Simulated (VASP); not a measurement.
The input files of a VASP run:

### INCAR
```
SIGMA=0.05   # width (eV)
NELM=100
SYSTEM=Sb
ISIF=3
EDIFFG=-0.01
NSW=60   # most ionic steps
EDIFF=1E-6   # SCF stop (eV)
GGA=PS
ALGO=Normal   # blocked Davidson
LMAXMIX=4   # l cut-off of mixed one-centre charges
LREAL=.FALSE.
LASPH=.TRUE.
LCHARG=.FALSE.
LWAVE=.FALSE.
PREC=Accurate
ISMEAR=0
ENCUT=400
IBRION=2   # conjugate gradients
```

POSCAR:
```
Sb
1
    3.9040408716    -2.1613783594    -0.0215323432
    3.9040408716     2.1613783594    -0.0215323432
    2.7270454913    -0.0000000000     3.5322480847
Sb
2
Direct
  0.2357390446   0.2357390446   0.2357390446
  0.7642609554   0.7642609554   0.7642609554
```

File KPOINTS:
```
Automatic mesh
0
Gamma
7 7 7
0 0 0
```

POTCAR, in this order: Sb (PBE.64 set). Program: vasp_std.

### Question
Write an equivalent input for Quantum ESPRESSO's pw.x.

### Answer
One equivalent input (not run):
```
&CONTROL
  calculation = 'vc-relax'
  pseudo_dir = './pseudo'
  outdir = './out'
  tprnfor = .true.
  tstress = .true.
  nstep = 60
  forc_conv_thr = 0.00039
/
&SYSTEM
  ibrav = 0
  nat = 2
  ntyp = 1
  ecutwfc = 80
  occupations = 'smearing'
  smearing = 'gaussian'
  degauss = 0.003675
  input_dft = 'pbesol'
/
&ELECTRONS
  conv_thr = 7.3e-08
  electron_maxstep = 100
/
&IONS
/
&CELL
/
ATOMIC_SPECIES
  Sb 121.760 Sb.upf
CELL_PARAMETERS angstrom
     3.9040409   -2.1613784   -0.0215323
     3.9040409    2.1613784   -0.0215323
     2.7270455   -0.0000000    3.5322481
ATOMIC_POSITIONS crystal
  Sb   0.2357390  0.2357390  0.2357390
  Sb   0.7642610  0.7642610  0.7642610
K_POINTS automatic
  7 7 7 0 0 0
```
The two are equivalent in intent, not identical: the potentials are each code's own (VASP's PAW set, PseudoDojo norm-conserving files in pw.x), so ENCUT and ecutwfc are chosen apart and not converted; conv_thr bounds pw.x's estimated SCF error, while EDIFF bounds the energy change between steps; forc_conv_thr acts on force components and is met together with etot_conv_thr.

The compound is Sb in the a7 structure. This run relaxes it. Symmetry was kept, so distortions that lower it aren't found. The start is the result of an earlier pass.
